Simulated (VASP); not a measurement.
Level of theory: PBE GGA, VASP's PBE PAW potentials (set 64) (plane waves; VASP).

VASP ran on this input.

File POSCAR:
```
TeSe2
1
    3.8856300000     0.0000000000     0.0000000000
   -1.9428150000     3.3650540000     0.0000000000
    0.0000000000     0.0000000000     6.2683270000
Te Se
1 2
Direct
  0.0000000000   0.0000000000   0.0000000000
  0.3333330000   0.6666670000   0.2520000000
  0.6666670000   0.3333330000   0.7480000000
```

KPOINTS:
```
Automatic mesh
0
Gamma
6 6 3
0 0 0
```

**INCAR**
```
ISIF=2   # forces and stress, cell fixed
SYSTEM=TeSe2
LCHARG=.FALSE.
EDIFF=1E-6   # SCF stop (eV)
GGA=PE   # PBE
PREC=Accurate
NELM=100   # most electronic steps
LREAL=.FALSE.   # projection in real space or not
LASPH=.TRUE.
ISMEAR=0   # Gaussian
ENCUT=400   # plane-wave cut-off (eV)
SIGMA=0.05   # width (eV)
LMAXMIX=4
LWAVE=.FALSE.
ALGO=Normal   # blocked Davidson
```

POTCAR, in this order: Te Se (PBE.64 set). Program: vasp_std.

**Question.** Predict the energy per atom (σ→0), pressure, largest force.

**Answer.** 
| Item | Result |
|---|---|
| energy per atom (σ→0) | -3.333 eV/atom |
| pressure | 6.72 GPa |
| largest force | 1.058 eV/Å |

File OSZICAR:
```
...
DAV:   7    -0.100045001442E+02   -0.22017E-01   -0.31604E-01   487   0.308E+00    0.730E+00
DAV:   8    -0.100020555953E+02    0.24445E-02   -0.10482E-02   472   0.863E-01    0.147E+00
DAV:   9    -0.100003877003E+02    0.16679E-02   -0.58304E-03   482   0.443E-01    0.160E+00
DAV:  10    -0.100002656784E+02    0.12202E-03   -0.92089E-04   532   0.176E-01    0.291E-01
DAV:  11    -0.100002727446E+02   -0.70662E-05   -0.77531E-05   477   0.596E-02    0.563E-01
DAV:  12    -0.100002594067E+02    0.13338E-04   -0.47413E-05   462   0.474E-02    0.797E-02
DAV:  13    -0.100002600915E+02   -0.68483E-06   -0.83085E-06   540   0.167E-02
   1 F= -.10000260E+02 E0= -.10000260E+02  d E =-.158107E-07
```

The structure was generated: TeSe2 was put into the CdI2 type (P-3m1), which need not be its known phase. The cell was not relaxed at this level.
